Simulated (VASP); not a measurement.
BN (hex): computed properties

Method: PBEsol GGA, VASP's PBE PAW potentials (set 64) (plane waves; VASP 6.6.1).

```json
{
  "space_group": "P6_3/mmc (194)",
  "cell": "a = 2.505 Å, b = 2.505 Å, c = 6.822 Å, α = 90.00°, β = 90.00°, γ = 120.00°",
  "volume_per_atom": "9.27 Å³/atom",
  "band gap (over mesh and band path)": "4.19 eV",
  "smallest direct gap (over mesh and band path)": "4.58 eV",
  "density": "2.22 g/cm³",
  "mean ε∞ (DFPT)": "4.02",
  "mean ε∞ (independent particles)": "4.20",
  "mean static ε": "5.30",
  "optical Γ-point spectrum": "37 (×2), 81, 749, 794, 1358 (×4) cm⁻¹"
}
```

Space group P6₃/mmc (No. 194); a = b = 2.5054 Å, c = 6.8224 Å, α = β = 90.00°, γ = 120.00°

```tsv
atom	site	symmetry	x	y	z
B	2c	-6m2	0.3333	0.6667	0.2500
N	2d	-6m2	0.6667	0.3333	0.2500
```

Measured: a 2.504 Å at 297 K (computed value off by +0.0 %), c 6.661 Å at 297 K (computed value off by +2.4 %), as given by Ioffe Institute, New Semiconductor Materials archive. The calculation is for a static lattice, while the measured a, c hold thermal and zero-point effects, which are part of the difference. Without a dispersion term in the relaxation, distances and binding between the weakly bound layers, chains or molecules are unreliable, and so is what depends on them.

The compound is BN in the hex structure. It was relaxed first. Symmetry was kept, so distortions that lower it aren't found.
